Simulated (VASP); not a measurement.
A VASP calculation is set up with these files.

**POSCAR**
```
RuAl
1.0
  3.0013501386   0.0000000000   0.0000000000
  0.0000000000   3.0013501386   0.0000000000
  0.0000000000   0.0000000000   3.0013501386
Al Ru
1 1
Direct
  0.5000000000   0.5000000000   0.5000000000
  0.0000000000   0.0000000000   0.0000000000
```

INCAR:
```
# general
SYSTEM   =  RuAl
PREC     =  Accurate
ENCUT    =  480
LREAL    =  .FALSE.
LASPH    =  .TRUE.

# electronic loop
EDIFF    =  1E-7
NELM     =  100
ALGO     =  Normal
LMAXMIX  =  4

# smearing
ISMEAR   =  1
SIGMA    =  0.1

# functional
GGA      =  PE

# ions
IBRION   =  2
NSW      =  40
ISIF     =  3
EDIFFG   =  -0.01
PSTRESS  =  300

# output
LWAVE    =  .FALSE.
LCHARG   =  .FALSE.
```

**KPOINTS**
```
Automatic mesh
0
Gamma
12 12 12
0 0 0
```

POTCAR, in this order: Al Ru_pv (PBE.64 set). Program: vasp_std.

Question: Write an equivalent input for Quantum ESPRESSO's pw.x.

Answer: One equivalent input (not run):
```
&CONTROL
  calculation = 'vc-relax'
  pseudo_dir = './pseudo'
  outdir = './out'
  tprnfor = .true.
  tstress = .true.
  nstep = 40
  forc_conv_thr = 0.00039
/
&SYSTEM
  ibrav = 0
  nat = 2
  ntyp = 2
  ecutwfc = 84
  occupations = 'smearing'
  smearing = 'methfessel-paxton'
  degauss = 0.00735
  input_dft = 'pbe'
/
&ELECTRONS
  conv_thr = 7.3e-09
  electron_maxstep = 100
/
&IONS
/
&CELL
  press = 300
/
ATOMIC_SPECIES
  Al 26.982 Al.upf
  Ru 101.070 Ru.upf
CELL_PARAMETERS angstrom
     3.0013501    0.0000000    0.0000000
     0.0000000    3.0013501   -0.0000000
     0.0000000    0.0000000    3.0013501
ATOMIC_POSITIONS crystal
  Al   0.5000000  0.5000000  0.5000000
  Ru   0.0000000  0.0000000  0.0000000
K_POINTS automatic
  12 12 12 0 0 0
```
What does not carry over: the potentials are each code's own (VASP's PAW set, PseudoDojo norm-conserving files in pw.x), so ENCUT and ecutwfc are chosen apart and not converted; conv_thr bounds pw.x's estimated SCF error, while EDIFF bounds the energy change between steps; forc_conv_thr acts on force components and is met together with etot_conv_thr.

The compound is RuAl in the CsCl type structure. This run relaxes it under an external pressure of 30 GPa. Symmetry was kept, so distortions that lower it aren't found.
